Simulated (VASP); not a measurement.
These are PBEsol GGA, VASP's PBE PAW potentials (set 64) (plane waves; VASP) values and carry that method's errors.

The input files of a VASP run:

KPOINTS:
```
kpoints
0
gamma
  15 15 9
```

POSCAR:
```
Ru
1
    1.3448589439    -2.3293641721    -0.0000000000
    1.3448589439     2.3293641721     0.0000000000
    0.0000000000     0.0000000000     4.2421322817
Ru
2
Direct
  0.3333330000   0.6666670000   0.2500000000
  0.6666670000   0.3333330000   0.7500000000
```

INCAR:
```
SYSTEM=Ru
PREC=Accurate; ENCUT=500; LREAL=.FALSE.
LASPH=.TRUE.
EDIFF=1E-6; NELM=100; ALGO=Normal
LMAXMIX=4
ISMEAR=1; SIGMA=0.1
GGA=PS
IBRION=2; NSW=40; ISIF=3
EDIFFG=-0.02
LWAVE=.FALSE.; LCHARG=.FALSE.
```

POTCAR, in this order: Ru_pv (PBE.64 set). Program: vasp_std.

Output of the run:

**OSZICAR**
```
       N       E                     dE             d eps       ncg     rms          rms(c)
DAV:   1     0.278875969872E+03    0.27888E+03   -0.17769E+04  4860   0.169E+03
DAV:   2    -0.155368492912E+02   -0.29441E+03   -0.28877E+03  5160   0.491E+02
DAV:   3    -0.218745634718E+02   -0.63377E+01   -0.62091E+01  5120   0.783E+01
DAV:   4    -0.219328247160E+02   -0.58261E-01   -0.58217E-01  5952   0.671E+00
DAV:   5    -0.219337431784E+02   -0.91846E-03   -0.91844E-03  5250   0.765E-01    0.203E+01
DAV:   6    -0.204641714434E+02    0.14696E+01   -0.39308E+00  4914   0.206E+01    0.516E+00
DAV:   7    -0.203572993658E+02    0.10687E+00   -0.31545E-01  5002   0.527E+00    0.109E+00
DAV:   8    -0.203462464533E+02    0.11053E-01   -0.70226E-03  4984   0.999E-01    0.204E-01
DAV:   9    -0.203459451235E+02    0.30133E-03   -0.82855E-04  6130   0.325E-01    0.418E-02
DAV:  10    -0.203459654966E+02   -0.20373E-04   -0.20903E-05  5338   0.452E-02    0.582E-03
DAV:  11    -0.203459658383E+02   -0.34167E-06   -0.89234E-07  3156   0.877E-03
   1 F= -.20345966E+02 E0= -.20345479E+02  d E =-.203460E+02
       N       E                     dE             d eps       ncg     rms          rms(c)
DAV:   1    -0.203876795957E+02   -0.41714E-01   -0.11164E+00  4904   0.117E+01    0.166E+00
DAV:   2    -0.203471734311E+02    0.40506E-01   -0.10644E-01  4932   0.351E+00    0.362E-01
DAV:   3    -0.203447919841E+02    0.23814E-02   -0.83789E-03  5038   0.826E-01    0.160E-01
DAV:   4    -0.203448802345E+02   -0.88250E-04   -0.85269E-04  6376   0.223E-01    0.472E-02
DAV:   5    -0.203449066646E+02   -0.26430E-04   -0.52958E-05  5192   0.720E-02    0.195E-02
DAV:   6    -0.203449067468E+02   -0.82133E-07   -0.91776E-06  5254   0.286E-02
   2 F= -.20344907E+02 E0= -.20344587E+02  d E =0.105909E-02
       N       E                     dE             d eps       ncg     rms          rms(c)
DAV:   1    -0.203643519823E+02   -0.19445E-01   -0.47434E-01  4896   0.762E+00    0.112E+00
DAV:   2    -0.203474565006E+02    0.16895E-01   -0.43387E-02  4928   0.225E+00    0.241E-01
DAV:   3    -0.203463180571E+02    0.11384E-02   -0.39480E-03  5006   0.575E-01    0.118E-01
DAV:   4    -0.203463704567E+02   -0.52400E-04   -0.37455E-04  6402   0.150E-01    0.318E-02
DAV:   5    -0.203463883389E+02   -0.17882E-04   -0.42601E-05  5152   0.632E-02    0.131E-02
DAV:   6    -0.203463866887E+02    0.16502E-05   -0.91625E-06  5028   0.304E-02    0.426E-03
DAV:   7    -0.203463862586E+02    0.43016E-06   -0.20702E-07  2498   0.496E-03
   3 F= -.20346386E+02 E0= -.20345947E+02  d E =-.420420E-03
       N       E                     dE             d eps       ncg     rms          rms(c)
DAV:   1    -0.203509710071E+02   -0.45843E-02   -0.13610E-01  4918   0.378E+00    0.516E-01
DAV:   2    -0.203467519221E+02    0.42191E-02   -0.96021E-03  4902   0.103E+00    0.137E-01
DAV:   3    -0.203463332069E+02    0.41872E-03   -0.12631E-03  5210   0.302E-01    0.573E-02
DAV:   4    -0.203463393566E+02   -0.61497E-05   -0.11865E-04  6984   0.839E-02    0.189E-02
DAV:   5    -0.203463451412E+02   -0.57847E-05   -0.12535E-05  5082   0.345E-02    0.740E-03
DAV:   6    -0.203463445072E+02    0.63399E-06   -0.39943E-06  4810   0.202E-02
   4 F= -.20346345E+02 E0= -.20345981E+02  d E =0.417513E-04
       N       E                     dE             d eps       ncg     rms          rms(c)
DAV:   1    -0.203479189496E+02   -0.15738E-02   -0.42724E-02  4918   0.212E+00    0.287E-01
DAV:   2    -0.203466015745E+02    0.13174E-02   -0.30368E-03  4904   0.579E-01    0.764E-02
DAV:   3    -0.203464682099E+02    0.13336E-03   -0.39074E-04  5216   0.168E-01    0.312E-02
DAV:   4    -0.203464647825E+02    0.34274E-05   -0.36785E-05  6984   0.468E-02    0.105E-02
DAV:   5    -0.203464644811E+02    0.30141E-06   -0.34235E-06  4876   0.181E-02
   5 F= -.20346464E+02 E0= -.20346057E+02  d E =-.782225E-04
```

### OUTCAR
```
------------------------ aborting loop because EDIFF is reached ----------------------------------------
  FORCE on cell =-STRESS in cart. coord.  units (eV):
  Direction    XX          YY          ZZ          XY          YZ          ZX
  --------------------------------------------------------------------------------------
  Total       -0.0154822     -0.0154822     -0.0078982      0.0000000      0.0000000     -0.0000000
  in kB       -0.9315197     -0.9315198     -0.4752122      0.0000000      0.0000000     -0.0000000
  external PRESSURE =      -0.7794172 kB  Pullay stress =       0.0000000 kB
  volume of cell :       26.63
      direct lattice vectors                 reciprocal lattice vectors
     1.343991643 -2.327861963 -0.000000000     0.372026123 -0.214789368 -0.000000000
     1.343991643  2.327861963  0.000000000     0.372026123  0.214789368  0.000000000
     0.000000000 -0.000000000  4.255665612     0.000000000 -0.000000000  0.234980868
 POSITION                                       TOTAL-FORCE (eV/Angst)
 -----------------------------------------------------------------------------------
      1.34399      0.77596      1.06392        -0.000000     -0.000000      0.000000
      1.34399     -0.77596      3.19175         0.000000      0.000000      0.000000
 -----------------------------------------------------------------------------------
    total drift:                                0.000012      0.000498     -0.000045
  FREE ENERGIE OF THE ION-ELECTRON SYSTEM (eV)
  ---------------------------------------------------
  free  energy   TOTEN  =       -20.3464644811 eV

  energy  without entropy=      -20.3452427244  energy(sigma->0) =      -20.34605723

 reached required accuracy - stopping structural energy minimisation
```
(Selected blocks of OUTCAR.)

**CONTCAR**
```
Ru
   1.00000000000000
     1.3439916430057823   -2.3278619625910846   -0.0000000000000000
     1.3439916430057823    2.3278619625910846    0.0000000000000000
     0.0000000000000000   -0.0000000000000000    4.2556656116491016
  Ru
     2
Direct
     0.3333330000000032    0.6666669999999968    0.2500000000000000
     0.6666669999999968    0.3333330000000032    0.7500000000000000
```

The compound is Ru in the hcp structure. This run relaxes it. Symmetry was kept, so distortions that lower it aren't found.
